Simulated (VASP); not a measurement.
Given:

```yaml
crystal:
  lattice:
    - [1.58252, -2.74101, 0.00000]
    - [1.58252, 2.74101, 0.00000]
    - [0.00000, 0.00000, 3.52529]
  atoms:
    - { symbol: Zr, position: [0.00000, 0.00000, 0.00000] }
    - { symbol: B, position: [0.33333, 0.66667, 0.50000] }
    - { symbol: B, position: [0.66667, 0.33333, 0.50000] }
```

Calculation: vdW-DF-cx, VASP's PBE PAW potentials (set 64) (plane waves; VASP). Settings: 520 eV cut-off, 12×12×10 Γ-centred mesh, tetrahedra with Blöchl corrections, potentials Zr_sv B.

The cores are frozen, which limits the accuracy of field gradients.

Q: Give the principal components of the electric field gradient (V/Å²) and the asymmetry η at each nucleus.

A: 
```
atom    Vxx    Vyy   Vzz     η
----  -----  -----  ----  ----
Zr1   -21.7  -21.7  43.5  0.00
B2     -0.9   -0.9   1.9  0.00
B3     -0.9   -0.9   1.9  0.00
```

The compound is ZrB2 in the AlB2 type structure. It was relaxed first.
